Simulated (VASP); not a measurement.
# AlB3P4 (P-4m2) in VASP: elastic constants with PBE

Aim: the elastic constants of AlB3P4 with PBE.

Program: VASP 6.6.1. These are calculated values, not measurements. Logs are shortened: lines on timing, memory, paths and dates and some standing lists are left out, and cuts for length are marked.

### Step 1. The crystal as given

The structure is tetragonal, space group P-4m2 (No. 115). The conventional cell has a = 3.344 Å, b = 3.344 Å, c = 9.833 Å, α = 90.00°, β = 90.00°, γ = 90.00°. Al (site symmetry -4m2) is surrounded by 4 P at 2.30 Å. B (site symmetry 2mm) is surrounded by 4 P at 2.00 to 2.01 Å. Around B (site symmetry -4m2) lie 4 P at 2.01 Å. Around P (site symmetry 2mm) lie 4 B at 2.01 Å. Around P (site symmetry 2mm) lie 2 B at 2.00 Å and 2 Al at 2.30 Å.

The cell was built by a generator and needn't be a form met in nature.

### Step 2. Elastic constants, PBE

POSCAR reads:

```
AlB3P4
1.0
    3.3435800000      0.0000000000      0.0000000000
    0.0000000000      3.3435800000      0.0000000000
    0.0000000000      0.0000000000      9.8333600000
Al B P
1 3 4
Direct
    0.0000000000      0.0000000000      0.0000000000
    0.5000000000      0.5000000000      0.7273140000
    0.0000000000      0.0000000000      0.5000000000
    0.5000000000      0.5000000000      0.2726860000
    0.0000000000      0.5000000000      0.6136170000
    0.5000000000      0.0000000000      0.3863830000
    0.0000000000      0.5000000000      0.1608160000
    0.5000000000      0.0000000000      0.8391840000
```

INCAR.step1 reads:

```
ALGO = Normal ; EDIFF = 1E-8
EDIFFG = -0.002 ; ENCUT = 520
GGA = PE ; IBRION = 2
ISIF = 3 ; ISMEAR = 0
KPAR = 4 ; LASPH = True
LCHARG = False ; LREAL = False
LWAVE = False ; NELM = 60
NSW = 40 ; PREC = Accurate
SIGMA = 0.1
```

INCAR.step2 reads:

```
ALGO = Normal ; EDIFF = 1E-8
ENCUT = 520 ; GGA = PE
IBRION = 6 ; ISIF = 3
ISMEAR = 0 ; KPAR = 4
LASPH = True ; LCHARG = False
LREAL = False ; LWAVE = False
NELM = 60 ; NFREE = 2
NSW = 1 ; POTIM = 0.015
PREC = Accurate ; SIGMA = 0.1
```

KPOINTS reads:

```
k-points
0
Gamma
  10 10 4
```

Potentials or basis: VASP PAW PBE potentials, release 64 (Al, B, P).

On the command line:

```console
$ cat potpaw_PBE.64/Al/POTCAR potpaw_PBE.64/B/POTCAR potpaw_PBE.64/P/POTCAR > POTCAR
$ cp INCAR.step1 INCAR
$ mpirun -np 4 vasp_std > vasp.out
$ cp CONTCAR POSCAR
$ cp INCAR.step2 INCAR
$ mpirun -np 4 vasp_std > vasp.out
```

OUTCAR:

```text
EDIFF = 1E-8
   ENCUT = 520
   GGA = PE
   IBRION = 6
   ISIF = 3
   ISMEAR = 0
   LASPH = True
   LREAL = False
   NELM = 60
   NFREE = 2
   NSW = 1
   POTIM = 0.015
   PREC = Accurate

 ion  position               nearest neighbor table
   1  0.000  0.000  0.000-   7 2.30   8 2.30   7 2.30   8 2.30
   2  0.500  0.500  0.727-   8 2.00   8 2.00   5 2.01   5 2.01
   3  0.000  0.000  0.500-   5 2.01   6 2.01   5 2.01   6 2.01
   4  0.500  0.500  0.273-   7 2.00   7 2.00   6 2.01   6 2.01
   5  0.000  0.500  0.614-   3 2.01   3 2.01   2 2.01   2 2.01
   6  0.500  0.000  0.386-   3 2.01   3 2.01   4 2.01   4 2.01
   7  0.000  0.500  0.161-   4 2.00   4 2.00   1 2.30   1 2.30
   8  0.500  0.000  0.839-   2 2.00   2 2.00   1 2.30   1 2.30

  LATTYP: Found a simple tetragonal cell.
 ALAT       =     3.3435696042
 C/A-ratio  =     2.9409659251

  Lattice vectors:

 A1 = (   3.3435696042,   0.0000000000,   0.0000000000)
 A2 = (   0.0000000000,   3.3435696042,   0.0000000000)
 A3 = (   0.0000000000,   0.0000000000,   9.8333242743)

Analysis of symmetry for initial positions (statically):
=====================================================================
 Subroutine PRICEL returns:
 Original cell was already a primitive cell.

 Routine SETGRP: Setting up the symmetry group for a
 simple tetragonal supercell.

 Subroutine GETGRP returns: Found  8 space group operations
 (whereof  8 operations were pure point group operations)
 out of a pool of 16 trial point group operations.

The static configuration has the point symmetry D_2d.

Analysis of symmetry for dynamics (positions and initial velocities):
=====================================================================
 Subroutine PRICEL returns:
 Original cell was already a primitive cell.

 Routine SETGRP: Setting up the symmetry group for a
 simple tetragonal supercell.

 Subroutine GETGRP returns: Found  8 space group operations
 (whereof  8 operations were pure point group operations)
 out of a pool of 16 trial point group operations.

The dynamic configuration has the point symmetry D_2d.

 Subroutine INISYM returns: Found  8 space group operations
 (whereof  8 operations are pure point group operations),
 and found     1 'primitive' translations

----------------------------------------------------------------------------------------

                                     Primitive cell

  volume of cell :     109.9312

  direct lattice vectors                    reciprocal lattice vectors
     3.343569604  0.000000000  0.000000000     0.299081556  0.000000000  0.000000000
     0.000000000  3.343569604  0.000000000     0.000000000  0.299081556  0.000000000
     0.000000000  0.000000000  9.833324274     0.000000000  0.000000000  0.101695009

  length of vectors
     3.343569604  3.343569604  9.833324274     0.299081556  0.299081556  0.101695009

  position of ions in fractional coordinates (direct lattice)
     0.000000000  0.000000000  0.000000000
     0.500000000  0.500000000  0.727325712
     0.000000000  0.000000000  0.500000000
     0.500000000  0.500000000  0.272674288
     0.000000000  0.500000000  0.613623938
     0.500000000  0.000000000  0.386376062
     0.000000000  0.500000000  0.160812836
     0.500000000  0.000000000  0.839187164

[... 140 lines left out ...]
  -------------------------------------------------------------------------------------
  Total        0.0004346      0.0004346      0.0005286      0.0000000      0.0000000      0.0000000
  in kB        0.0063337      0.0063337      0.0077044      0.0000000      0.0000000      0.0000000
  external PRESSURE =       0.0067906 kB  Pullay stress =       0.0000000 kB
[... 107 lines left out ...]
  FREE ENERGIE OF THE ION-ELECTRON SYSTEM (eV)
  ---------------------------------------------------
  free  energy   TOTEN  =       -47.7452940963 eV

  energy  without entropy=      -47.7452551856  energy(sigma->0) =      -47.74527464

[... ionic steps 4 to 36 ...]

--------------------------------------- Ionic step       37  -------------------------------------------

 number of electron      32.0000000 magnetization

------------------------ aborting loop because EDIFF is reached ----------------------------------------
[... 79 lines left out ...]
--------------------------------------- Ionic step       39  -------------------------------------------

 number of electron      31.9999999 magnetization

 Free energy of the ion-electron system (eV)
  ---------------------------------------------------
  ext. energy  EPLUGINS =         0.00000000
  ---------------------------------------------------
  free energy    TOTEN  =       -47.76771099 eV

  energy without entropy =      -47.76770938  energy(sigma->0) =      -47.76771019

 E-fermi :   7.5248     XC(G=0): -10.3858

 val. band max:        7.2871075714   @ k =   0.0000   0.0000   0.0000
 cond. band min:       7.7833357481   @ k =   0.4000   0.4000   0.0000
 fundamental gap:      0.4962281766
 Fermi energy:         7.5247868105

 k-point     1 :       0.0000    0.0000    0.0000
  band No.  band energies     occupation
      1      -7.9226      2.00000
      2      -6.7771      2.00000
      3      -5.8915      2.00000
      4      -3.6273      2.00000
      5      -1.1573      2.00000
      6       2.6918      2.00000
[... 565 lines left out ...]
     20      10.1840      0.00000
     21      10.7988      0.00000

 [... further k-points ...]

------------------------ aborting loop because EDIFF is reached ----------------------------------------

  FORCE on cell =-STRESS in cart. coord.  units (eV):
  Direction    XX          YY          ZZ          XY          YZ          ZX
  --------------------------------------------------------------------------------------
  -------------------------------------------------------------------------------------
  Total       -0.0921321      0.1831950      0.0055730      0.0000000      0.0000000      0.0000000
  in kB       -1.3427671      2.6699501      0.0812229      0.0000000      0.0000000      0.0000000
  external PRESSURE =       0.4694687 kB  Pullay stress =       0.0000000 kB
[... 23 lines left out ...]
  FREE ENERGIE OF THE ION-ELECTRON SYSTEM (eV)
  ---------------------------------------------------
  free  energy   TOTEN  =       -47.7677109903 eV

  energy  without entropy=      -47.7677093841  energy(sigma->0) =      -47.76771019

 INTERNAL STRAIN TENSORS FROM STRAINED CELLS
 ============================================

 INTERNAL STRAIN TENSOR FOR ION    1 for displacements in x,y,z  (eV/Angst):
          X           Y           Z          XY          YZ          ZX
  --------------------------------------------------------------------------------
  x     0.00000     0.00000    -0.00000     0.00000     0.00000   -10.94509
  y     0.00000     0.00000     0.00000     0.00000    10.95435     0.00000
  z   -10.46721    10.46651     0.00000    -0.00001     0.00003    -0.00001

 INTERNAL STRAIN TENSORS FROM DISPLACED ATOMS
 ============================================

 INTERNAL STRAIN TENSOR FOR ION    1 for displacements in x,y,z  (eV/Angst):
          X           Y           Z          XY          YZ          ZX
  --------------------------------------------------------------------------------
  x     0.00000     0.00000     0.00000     0.00000     0.00000   -10.96929
  y     0.00000     0.00000     0.00000     0.00000    10.96929     0.00000
  z   -10.47411    10.47411     0.00000     0.00000     0.00000     0.00000

 INTERNAL STRAIN TENSOR FOR ION    8 for displacements in x,y,z  (eV/Angst):
          X           Y           Z          XY          YZ          ZX
  --------------------------------------------------------------------------------
  x     0.00000     0.00000     0.00000     0.00000     0.00000     9.33314
  y     0.00000     0.00000     0.00000     0.00000   -11.03563     0.00000
  z    11.86334    -6.46882     0.23249     0.00000     0.00000     0.00000

 Eigenvectors and eigenvalues of the dynamical matrix
 ----------------------------------------------------

   1 f  =   22.369246 THz   140.550119 2PiTHz  746.157738 cm-1    92.511727 meV
             X         Y         Z           dx          dy          dz
      0.000000  0.000000  0.000000     0.000000   -0.000000    0.005334
      1.671785  1.671785  7.152030     0.000000   -0.000000    0.189840
      0.000000  0.000000  4.916662     0.000000   -0.000000    0.844972
      1.671785  1.671785  2.681295     0.000000   -0.000000    0.189840
      0.000000  1.671785  6.033963    -0.000000    0.000000   -0.324637
      1.671785  0.000000  3.799361    -0.000000    0.000000   -0.324637
      0.000000  1.671785  1.581325    -0.000000    0.000000   -0.039597
      1.671785  0.000000  8.252000    -0.000000    0.000000   -0.039597
[... 243 lines left out ...]
  24 f/i=    0.001180 THz     0.007415 2PiTHz    0.039363 cm-1     0.004880 meV
             X         Y         Z           dx          dy          dz
      0.000000  0.000000  0.000000     0.037503    0.381723   -0.000000
      1.671785  1.671785  7.152030     0.023746    0.241732   -0.000000
      0.000000  0.000000  4.916662     0.023746    0.241703   -0.000000
      1.671785  1.671785  2.681295     0.023749    0.241702   -0.000000
      0.000000  1.671785  6.033963     0.040191    0.409153   -0.000000
      1.671785  0.000000  3.799361     0.040198    0.409085   -0.000000
      0.000000  1.671785  1.581325     0.040191    0.409073   -0.000000
      1.671785  0.000000  8.252000     0.040190    0.409090   -0.000000

--------------------------------------------------------------------------------------------------------

 ELASTIC MODULI CONTR FROM IONIC RELAXATION (kBar)
 Direction    XX          YY          ZZ          XY          YZ          ZX
 --------------------------------------------------------------------------------
 XX        -182.5383    158.9514     -1.9414      0.0000      0.0000     -0.0000
 YY         158.9514   -182.5383     -1.9414      0.0000     -0.0000      0.0000
 ZZ          -1.9414     -1.9414     -0.7748      0.0000     -0.0000      0.0000
 XY           0.0000      0.0000      0.0000      0.0000      0.0000      0.0000
 YZ           0.0000     -0.0000     -0.0000      0.0000   -382.5454     -0.0000
 ZX          -0.0000      0.0000      0.0000      0.0000     -0.0000   -382.5454
 --------------------------------------------------------------------------------

 TOTAL ELASTIC MODULI (kBar)
 Direction    XX          YY          ZZ          XY          YZ          ZX
 --------------------------------------------------------------------------------
 XX        2905.9328    276.9991    711.4654      0.0000      0.0000     -0.0000
 YY         276.9991   2905.9328    711.4654      0.0000     -0.0000      0.0000
 ZZ         711.4654    711.4654   2818.3630      0.0000     -0.0000      0.0000
 XY           0.0000      0.0000      0.0000    794.7410      0.0000      0.0000
 YZ           0.0000     -0.0000     -0.0000      0.0000   1147.3693     -0.0000
 ZX          -0.0000      0.0000      0.0000      0.0000     -0.0000   1147.3693
 --------------------------------------------------------------------------------
```

Run time: 36 min. Hardware: 4 MPI ranks of Intel Xeon Platinum 8259CL at 2.50GHz (Skylake/Cascade Lake), shared host; peak memory 0.64 GiB.

What came out:

- Voigt bulk modulus: 134 GPa
- Highest phonon frequency at Γ, LO-TO splitting left out: 746 cm⁻¹

Phonon frequencies in cm⁻¹ (negative: imaginary):
```
              q point                                                                                frequencies
(0.000, 0.000, 0.000)  0 0 0 143 143 203 203 279 279 315 319 445 445 479 548 641 641 670 670 717 717 720 728 746
```

Elastic tensor in Voigt notation (GPa, in the Cartesian axes of the cell as first typed):
```
291  28  71   0   0   0
 28 291  71   0   0   0
 71  71 282   0   0   0
  0   0   0 115   0   0
  0   0   0   0 115   0
  0   0   0   0   0  79
```

Clamped-ion elastic tensor (GPa):
```
309  12  71   0   0   0
 12 309  71   0   0   0
 71  71 282   0   0   0
  0   0   0 153   0   0
  0   0   0   0 153   0
  0   0   0   0   0  79
```
